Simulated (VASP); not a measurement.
OSZICAR of a VASP run on PdP (relaxed from the CsCl type structure, space group Pm-3m):

**OSZICAR**
```
       N       E                     dE             d eps       ncg     rms          rms(c)
DAV:   1     0.549332539503E+02    0.54933E+02   -0.58134E+03  1232   0.950E+02
DAV:   2    -0.107037748586E+02   -0.65637E+02   -0.60539E+02  1357   0.212E+02
DAV:   3    -0.124344475610E+02   -0.17307E+01   -0.17049E+01  1449   0.359E+01
DAV:   4    -0.124488135684E+02   -0.14366E-01   -0.14356E-01  1399   0.379E+00
DAV:   5    -0.124490010885E+02   -0.18752E-03   -0.18750E-03  1453   0.414E-01    0.112E+01
DAV:   6    -0.121829517528E+02    0.26605E+00   -0.34269E+00  1309   0.206E+01    0.672E+00
DAV:   7    -0.120455068200E+02    0.13744E+00   -0.57451E-01  1283   0.935E+00    0.393E+00
DAV:   8    -0.120329104040E+02    0.12596E-01   -0.42420E-02  1307   0.164E+00    0.457E-01
DAV:   9    -0.120318583356E+02    0.10521E-02   -0.17431E-03  1398   0.454E-01    0.252E-01
DAV:  10    -0.120314946510E+02    0.36368E-03   -0.10271E-03  1268   0.240E-01    0.616E-02
DAV:  11    -0.120314944933E+02    0.15775E-06   -0.50293E-05  1430   0.610E-02    0.797E-03
DAV:  12    -0.120314953195E+02   -0.82622E-06   -0.12604E-06   745   0.118E-02
   1 F= -.12031495E+02 E0= -.12031207E+02  d E =-.120315E+02
       N       E                     dE             d eps       ncg     rms          rms(c)
DAV:   1    -0.120344423273E+02   -0.29478E-02   -0.45765E-02  1275   0.258E+00    0.385E-01
DAV:   2    -0.120322951639E+02    0.21472E-02   -0.21045E-02  1272   0.172E+00    0.214E-01
DAV:   3    -0.120315590278E+02    0.73614E-03   -0.25083E-03  1265   0.603E-01    0.770E-02
DAV:   4    -0.120315032629E+02    0.55765E-04   -0.32912E-04  1326   0.138E-01    0.196E-02
DAV:   5    -0.120315025065E+02    0.75642E-06   -0.68973E-06  1370   0.234E-02
   2 F= -.12031503E+02 E0= -.12031166E+02  d E =-.718698E-05
       N       E                     dE             d eps       ncg     rms          rms(c)
DAV:   1    -0.120322117255E+02   -0.70846E-03   -0.96806E-03  1275   0.119E+00    0.179E-01
DAV:   2    -0.120317586218E+02    0.45310E-03   -0.46638E-03  1272   0.814E-01    0.102E-01
DAV:   3    -0.120315864219E+02    0.17220E-03   -0.57427E-04  1268   0.287E-01    0.368E-02
DAV:   4    -0.120315724545E+02    0.13967E-04   -0.73580E-05  1314   0.632E-02    0.911E-03
DAV:   5    -0.120315716820E+02    0.77247E-06   -0.20880E-06  1211   0.135E-02
   3 F= -.12031572E+02 E0= -.12031257E+02  d E =-.763625E-04
```

Problem. Which electronic solver shows in the log?

Solution. It is blocked Davidson (ALGO = Normal, or the opening steps of other solvers). The INCAR had ALGO = Normal.

Problem. Can the final energy be trusted as converged?

Solution. Self-consistency was reached. It stopped with EDIFF = 1E-6, NELM = 100, NSW = 60 and EDIFFG = -0.01 after 3 ionic steps (PBEsol GGA, plane waves, VASP's PBE PAW potentials (set 64)).

The structure was generated: PdP was put into the CsCl type type (Pm-3m), which need not be its known phase. This run relaxes it. Symmetry was kept, so distortions that lower it aren't found. The start is the result of an earlier pass. The electron count is odd and the run is not spin-polarised, which forces a metal.
